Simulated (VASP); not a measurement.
# BiB (F-43m) in VASP: further runs, part 2 of 2

VASP 6.6.1. Earlier steps stand in the parts before.

### Step 3. Single point, PBE

File INCAR:

```
  PREC = Accurate
  ENCUT = 520
  EDIFF = 1E-6
  ISMEAR = 0
  SIGMA = 0.01
  LREAL = F
  LASPH = T
  NELM = 60
  ALGO = Fast
  ISIF = 2
  LWAVE = F
  LCHARG = F
  GGA = PE
  NBANDS = 16
```

File KPOINTS:

```
regular mesh
0
Gamma
  6 6 6
```

File POSCAR:

```
BiB
1.0
    0.0000000000      2.7448744688      2.7448744688
    2.7448744688      0.0000000000      2.7448744688
    2.7448744688      2.7448744688      0.0000000000
B Bi
1 1
Direct
    0.0000000000      0.0000000000      0.0000000000
    0.2500000000      0.2500000000      0.2500000000
```

Potentials or basis: VASP PAW PBE potentials, release 64 (B, Bi_d).

Command:

```console
> cat potpaw_PBE.64/B/POTCAR potpaw_PBE.64/Bi_d/POTCAR > POTCAR
> mpirun -np 1 vasp_std > vasp.out
```

OUTCAR:

```text
PREC = Accurate
   ENCUT = 520
   EDIFF = 1E-6
   ISMEAR = 0
   LREAL = F
   LASPH = T
   NELM = 60
   ISIF = 2
   GGA = PE

 ion  position               nearest neighbor table
   1  0.000  0.000  0.000-   2 2.38   2 2.38   2 2.38   2 2.38
   2  0.250  0.250  0.250-   1 2.38   1 2.38   1 2.38   1 2.38

  LATTYP: Found a face centered cubic cell.
 ALAT       =     5.4897489376

  Lattice vectors:

 A1 = (   0.0000000000,   2.7448744688,   2.7448744688)
 A2 = (   2.7448744688,   0.0000000000,   2.7448744688)
 A3 = (   2.7448744688,   2.7448744688,   0.0000000000)

Analysis of symmetry for initial positions (statically):
=====================================================================
 Subroutine PRICEL returns:
 Original cell was already a primitive cell.

 Routine SETGRP: Setting up the symmetry group for a
 face centered cubic supercell.

 Subroutine GETGRP returns: Found 24 space group operations
 (whereof 24 operations were pure point group operations)
 out of a pool of 48 trial point group operations.

The static configuration has the point symmetry T_d .

Analysis of symmetry for dynamics (positions and initial velocities):
=====================================================================
 Subroutine PRICEL returns:
 Original cell was already a primitive cell.

 Routine SETGRP: Setting up the symmetry group for a
 face centered cubic supercell.

 Subroutine GETGRP returns: Found 24 space group operations
 (whereof 24 operations were pure point group operations)
 out of a pool of 48 trial point group operations.

The dynamic configuration has the point symmetry T_d .

 Subroutine INISYM returns: Found 24 space group operations
 (whereof 24 operations are pure point group operations),
 and found     1 'primitive' translations

----------------------------------------------------------------------------------------
[... 103 lines left out ...]
     AMIX     =   0.40;   BMIX     =  1.00
     AMIX_MAG =   1.60;   BMIX_MAG =  1.00
  volume/ion in A,a.u.               =      20.68       139.56
  Fermi-wavevector in a.u.,A,eV,Ry     =   1.240604  2.344402 20.940704  1.539098
  Thomas-Fermi vector in A             =   2.375038
   LORBIT       =      0    0 simple, 1 ext, 2 COOP (PROOUT), +10 PAW based schemes
   GGA     = PE    functional components
   LHFCALC =     F    Hartree Fock is set to
   AEXX    =    0.0000 exact exchange contribution
   IVDW    =     0    specifies the selected vdW correction
   LEPSILON=     F    determine dielectric tensor
   LRPA    =     F    only Hartree local field effects (RPA)
 non-spin polarized calculation
 RMM-DIIS sequential band-by-band and
 Gauss-broadening in eV      SIGMA  =   0.01
  energy-cutoff  :      520.00
  volume of cell :       41.36
 maximum number of plane-waves:      1139
 NGX is ok and might be reduce to    30
   NGX = 15   NGY = 15   NGZ = 15

 number of electron      17.9999997 magnetization

 Free energy of the ion-electron system (eV)
  ---------------------------------------------------
  ext. energy  EPLUGINS =         0.00000000
  ---------------------------------------------------
  free energy    TOTEN  =        -8.96287824 eV

  energy without entropy =       -8.96287824  energy(sigma->0) =       -8.96287824

 E-fermi :   7.2043     XC(G=0): -10.0214

 val. band max:        7.1401887444   @ k =   0.0000   0.0000   0.0000
 cond. band min:       7.4196648024   @ k =   0.0000   0.0000   0.0000
 fundamental gap:      0.2794760579
 Fermi energy:         7.2043220706

 k-point     1 :       0.0000    0.0000    0.0000
  band No.  band energies     occupation
      1     -15.9930      2.00000
      2     -15.9930      2.00000
      3     -15.9930      2.00000
      4     -15.9102      2.00000
      5     -15.9102      2.00000
      6      -6.9957      2.00000
[... 281 lines left out ...]
      3     -15.9360      2.00000
      4     -15.9070      2.00000
      5     -15.8899      2.00000
      6      -3.9751      2.00000
[... 8 lines left out ...]
     15      19.3283      0.00000
     16      20.2392      0.00000

------------------------ aborting loop because EDIFF is reached ----------------------------------------

  FORCE on cell =-STRESS in cart. coord.  units (eV):
  Direction    XX          YY          ZZ          XY          YZ          ZX
  --------------------------------------------------------------------------------------
  -------------------------------------------------------------------------------------
  Total        0.2926204      0.2926204      0.2926204     -0.0000000      0.0000000     -0.0000000
  in kB       11.3349005     11.3349005     11.3349005     -0.0000000      0.0000000     -0.0000000
  external PRESSURE =      11.3349005 kB  Pullay stress =       0.0000000 kB

 VOLUME and BASIS-vectors are now :
 -----------------------------------------------------------------------------
  energy-cutoff  :      520.00
  volume of cell :       41.36
      direct lattice vectors                 reciprocal lattice vectors
     0.000000000  2.744874469  2.744874469    -0.182157693  0.182157693  0.182157693
     2.744874469  0.000000000  2.744874469     0.182157693 -0.182157693  0.182157693
     2.744874469  2.744874469  0.000000000     0.182157693  0.182157693 -0.182157693

 POSITION                                       TOTAL-FORCE (eV/Angst)
 -----------------------------------------------------------------------------------
      0.00000      0.00000      0.00000        -0.000000     -0.000000     -0.000000
      1.37244      1.37244      1.37244         0.000000      0.000000      0.000000
 -----------------------------------------------------------------------------------
    total drift:                                0.000000      0.000000      0.000000

  FREE ENERGIE OF THE ION-ELECTRON SYSTEM (eV)
  ---------------------------------------------------
  free  energy   TOTEN  =        -8.9628782398 eV

  energy  without entropy=       -8.9628782398  energy(sigma->0) =       -8.96287824
```

Run time: 13 s. Hardware: 1 thread of Intel Xeon Platinum 8488C (Sapphire Rapids), shared host; peak memory 0.16 GiB.

Results:

```yaml
Free_energy: -8.9629 eV
Pressure: 1.1 GPa
Band_gap_on_the_k_mesh: 0.28 eV, direct
```

Levels at points of the mesh, in eV from the valence-band top:
```tsv
k point	band 7	band 8	band 9	band 10	band 11	band 12
(0.00, 0.00, 0.00)	0.00	0.00	0.00	0.28	2.80	2.80
(0.50, 0.00, 0.00)	-7.69	-1.60	-1.60	0.41	4.17	4.17
(0.50, 0.50, 0.00)	-7.82	-3.46	-3.46	0.88	0.97	8.36
```

Caveat: spin-orbit coupling is left out, which as a rule narrows the gap of such compounds by several tenths of an eV. Expect the measured gap to be larger: semilocal functionals such as PBE lack the derivative discontinuity.

### Step 4. Single point, PBE

File INCAR:

```
ALGO = Normal
EDIFF = 1E-6
ENCUT = 520
GGA = PE
ISIF = 2
ISMEAR = 0
LASPH = True
LCHARG = False
LREAL = False
LWAVE = False
NBANDS = 16
NELM = 100
PREC = Accurate
SIGMA = 0.01
```

File KPOINTS:

```
k-points
0
Gamma
  5 5 5
```

POSCAR is that of step 3.

Command:

```console
> cat potpaw_PBE.64/B/POTCAR potpaw_PBE.64/Bi_d/POTCAR > POTCAR
> mpirun -np 1 vasp_std > vasp.out
```

Wall time 6.9 s (1 thread of Intel Xeon Platinum 8488C (Sapphire Rapids), shared host); peak memory 0.16 GiB.

Results (log left out):

```
Free energy            : -8.9151 eV
Pressure               : 1.0 GPa
Band gap on the k mesh : 0.28 eV, direct
```

Levels at points of the mesh, in eV from the valence-band top:
```
           k point  band 5  band 6  band 7  band 8  band 9  band 10  band 11  band 12  band 13  band 14
(0.00, 0.00, 0.00)  -23.06  -14.14    0.00    0.00    0.00     0.28     2.80     2.80     2.80     6.23
```

Caveat: spin-orbit coupling is left out, which as a rule narrows the gap of such compounds by several tenths of an eV; an odd mesh through Γ misses points on the zone boundary, where band edges often lie.

### Step 5. The runs side by side

```csv
level,k mesh,exchange at q = 0,grid for exact exchange (PRECFOCK),screening parameter,mesh quality,gap on the mesh (eV),pressure (GPa)
HSE06,4 × 4 × 4,truncated,Normal,0.2079 1/A,coarse,0.99,-1.9
PBE,6 × 6 × 6,-,-,-,not flagged,0.28,1.1
PBE,5 × 5 × 5,-,-,-,not flagged,0.28,1.0
```

Alike in all rows: task single point; potentials or basis VASP PAW PBE potentials, release 64 (B, Bi_d); no spin polarisation; cell as given; cutoff (eV) 520; smearing gaussian 0.01 eV.

Caveats: some runs use coarse meshes; spin-orbit coupling is left out, which as a rule narrows the gap of such compounds by several tenths of an eV; the PAW data sets were made with another functional, which shifts forces and pressure a little (some runs); an odd mesh through Γ misses points on the zone boundary, where band edges often lie (some runs).

Total energies depend on the potentials used, so only differences within one code and one set of settings carry meaning.
